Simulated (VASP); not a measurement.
# BaTiO3: optical spectrum, part 3 of 3

Aim: the dielectric function of BaTiO3 for independent particles, and its static limit with local fields. The cell has space group Pm-3m. The start is a cell from a database of measured crystal structures.

VASP 6.6.1, plane waves and PAW; the level of theory is named at each step.

Still holding for the runs below: This run has no spin polarisation, although Ti can carry a moment.

So far, mean electronic dielectric tensor with local fields: step 4 (static response with local fields) 6.73.

## Step 5: Spectrum at LDA

This step: LDA, no spin polarisation; plane waves and PAW (Ba_sv_GW, Ti_sv, O) (VASP 6.6.1).

The spectrum is made again with LDA.

INCAR reads:

```
SYSTEM = BaTiO3
PREC = Accurate
ENCUT = 520
EDIFF = 1E-07
NELM = 100
ISMEAR = 0
SIGMA = 0.05
LREAL = .FALSE.
ALGO = Normal
GGA = CA
NBANDS = 48
LASPH = .TRUE.
LWAVE = .FALSE.
LCHARG = .FALSE.
KPAR = 4
LOPTICS = .TRUE.
NEDOS = 2000
CSHIFT = 0.15
```

POSCAR reads:

```
BaTiO3
1.0
    4.0060000000      0.0000000000      0.0000000000
    0.0000000000      4.0060000000      0.0000000000
    0.0000000000      0.0000000000      4.0060000000
Ba Ti O
1 1 3
Direct
    0.5000000000      0.5000000000      0.5000000000
    0.0000000000      0.0000000000      0.0000000000
    0.0000000000      0.0000000000      0.5000000000
    0.0000000000      0.5000000000      0.0000000000
    0.5000000000      0.0000000000      0.0000000000
```

KPOINTS reads:

```
Automatic mesh
0
Gamma
8 8 8
0 0 0
```

The projector-augmented-wave data sets are Ba_sv_GW, Ti_sv and O (PBE family, release 64).

Started as:

```sh
> mpirun -np 4 vasp_std
```

Output:

```text
[banner, memory and clock lines left out]
running    4 mpi-ranks, on    1 nodes
 distrk:  each k-point on    1 cores,    4 groups
 distr:  one band on    1 cores,    1 groups

 POSCAR found type information on POSCAR BaTiO
 POSCAR found :  3 types and       5 ions
|                                                                             |
|               ----> ADVICE to this user running VASP <----                  |
|                                                                             |
|     You enforced a specific xc type in the INCAR file but a different       |
|     [... a line on the potential file left out ...]
|     I HOPE YOU KNOW WHAT YOU ARE DOING!                                     |
|                                                                             |

 LDA part: xc-table for (Slater(with rela. corr.)+CA(PZ))
 , standard interpolation
 POSCAR, INCAR and KPOINTS ok, starting setup
 FFT: planning ... GRIDC
 FFT: planning ... GRID_SOFT
 FFT: planning ... GRID
 WAVECAR not read
 entering main loop
       N       E                     dE             d eps       ncg     rms          rms(c)
DAV:   1     0.469668562943E+03    0.46967E+03   -0.16403E+04  3384   0.937E+02
DAV:   2    -0.197451727733E+01   -0.47164E+03   -0.42739E+03  3456   0.320E+02
DAV:   3    -0.538570456119E+02   -0.51883E+02   -0.50323E+02  3944   0.111E+02
DAV:   4    -0.565360087373E+02   -0.26790E+01   -0.26581E+01  5376   0.274E+01
DAV:   5    -0.565676992343E+02   -0.31690E-01   -0.31675E-01  4216   0.221E+00    0.225E+01
DAV:   6    -0.466239635199E+02    0.99437E+01   -0.25254E+01  4576   0.384E+01    0.971E+00
DAV:   7    -0.460898890600E+02    0.53407E+00   -0.72875E+00  3928   0.164E+01    0.710E+00
DAV:   8    -0.459796097683E+02    0.11028E+00   -0.43917E-01  4552   0.369E+00    0.545E+00
DAV:   9    -0.458664792564E+02    0.11313E+00   -0.70125E-01  4224   0.519E+00    0.236E+00
DAV:  10    -0.458212661509E+02    0.45213E-01   -0.20341E-01  4056   0.234E+00    0.132E+00
DAV:  11    -0.457996965696E+02    0.21570E-01   -0.20470E-02  4544   0.922E-01    0.581E-01
DAV:  12    -0.457974731064E+02    0.22235E-02   -0.16315E-02  4576   0.742E-01    0.315E-01
DAV:  13    -0.457966202995E+02    0.85281E-03   -0.24322E-03  4208   0.338E-01    0.190E-01
DAV:  14    -0.457965537279E+02    0.66572E-04   -0.26027E-04  4960   0.800E-02    0.761E-02
DAV:  15    -0.457965356427E+02    0.18085E-04   -0.46068E-05  3832   0.394E-02    0.350E-02
DAV:  16    -0.457965325243E+02    0.31184E-05   -0.60435E-06  4680   0.132E-02    0.229E-02
DAV:  17    -0.457965274780E+02    0.50463E-05   -0.83362E-06  4024   0.170E-02    0.575E-03
DAV:  18    -0.457965273734E+02    0.10457E-06   -0.14635E-06  4816   0.540E-03    0.149E-03
DAV:  19    -0.457965273779E+02   -0.44943E-08   -0.31009E-08  2088   0.107E-03
   1 F= -.45796527E+02 E0= -.45796527E+02  d E =-.129510E-13
 optical routines
 imaginary and real dielectric function
 recalculating local potential from charge density
 direction            1
 direction            2
 direction            3
```

Run time: 21 s. Hardware: 4 MPI ranks of Intel Xeon 6975P-C (Granite Rapids), shared host; peak memory 1.3 GiB.

Parts of OUTCAR (step 5):

```text
   NELECT =      40.0000    total number of electrons

 E-fermi :   5.2690

 k-point     1 :       0.0000    0.0000    0.0000
  band No.  band energies     occupation
    ...
     16       3.8977      2.00000
     17       3.8977      2.00000
     18       4.9217      2.00000
     19       4.9217      2.00000
     20       4.9217      2.00000
     21       6.7196      0.00000
     22       6.7196      0.00000
     23       6.7196      0.00000
     24       8.9814      0.00000
     25       8.9814      0.00000
    ...

  Total       -3.5087884     -3.5087884     -3.5087884      0.0000000      0.0000000      0.0000000
  in kB      -87.4449894    -87.4449894    -87.4449894      0.0000000      0.0000000      0.0000000
  external PRESSURE =     -87.4449894 kB  Pullay stress =       0.0000000 kB

  FREE ENERGIE OF THE ION-ELECTRON SYSTEM (eV)
  ---------------------------------------------------
  free  energy   TOTEN  =       -45.7965273779 eV

  energy  without entropy=      -45.7965273779  energy(sigma->0) =      -45.79652738

 plasma frequency squared (from intraband transitions) (eV^2)
  --------------------------------------------------------------------------------------
       0.000       0.000      -0.000
       0.000       0.000       0.000
       0.000       0.000       0.000

[... 9 parts as in an earlier step ...]

[... 8 further parts left out ...]
```

The PAW data sets were made with PBE, though LDA sets exist; this is a small mismatch.

This step gave:

| Item | Value |
| --- | --- |
| free energy (TOTEN) | -45.80 eV |
| Fermi energy | 5.269 eV |
| pressure | -8.744 GPa |
| gap on the k-mesh | 1.694 eV |
| least direct gap on the k-mesh | 1.798 eV |

Absorption under the direct gap is the tail of the CSHIFT broadening, and fine structure depends on the mesh. Imaginary dielectric function, xx against photon energy; read off at these points:

```csv
photon energy (eV),"imaginary dielectric function, xx"
0.0,0
1.0,0.124
2.0,1.19
3.0,4.67
3.3,6.09
4.0,8.35
5.0,3.96
6.0,3.18
7.0,4.41
7.2,4.73
8.0,3.80
9.0,5.19
10.0,4.28
11.0,3.20
12.0,2.37
13.0,1.30
14.0,0.965
15.0,0.958
16.0,1.39
17.0,2.22
18.0,3.87
18.8,4.23
19.0,4.04
20.0,1.97
21.0,1.84
22.0,1.18
23.0,0.911
24.0,0.527
```

Real dielectric function, xx against photon energy:

```csv
photon energy (eV),"real dielectric function, xx"
0,6.97
1,7.33
2,8.68
3,8.87
4,4.69
5,2.08
6,3.25
7,3.48
8,2.82
9,1.69
10,0.590
11,0.0327
12,-0.794
13,-0.0697
14,0.609
15,1.60
16,1.74
17,2.49
18,1.60
19,-0.821
20,-1.04
21,-0.726
22,-0.866
23,-0.738
24,-0.609
```

## Step 6: Results

| Item | Value |
| --- | --- |
| PBE, independent particles | eps xx at zero frequency 6.75, centre of weight of eps2 xx, over the range kept, at 10.77 eV, mesh 8×8×8 |
| LDA, independent particles | eps xx at zero frequency 6.97, centre of weight of eps2 xx, over the range kept, at 10.62 eV, mesh 8×8×8 |
| PBE, with local fields | eps 6.73, 6.73, 6.73 |

**Reading.** Local fields, and the bands above those summed, take the mean static value from 6.75 to 6.73. Excitons and quasiparticle shifts are absent, so the onset can't be set against measurement and its shape can differ. Spin-orbit coupling is left out; with Ba in the cell it can split or shift band edges, by an amount that depends on which atoms form them and isn't tested here.

[Lines on the potential files, build, host, timing and source positions are cut from VASP's logs without a mark.]

[Logs are printed without paths, hosts, clocks, repeated set-up lines and the standing remarks that a program may print on its own settings, such as how far it seeks lower states.]

[Hosts, paths, dates, database ids (printed as entryN), source tags and the programs' standing remarks are cut or masked in the printed files.]
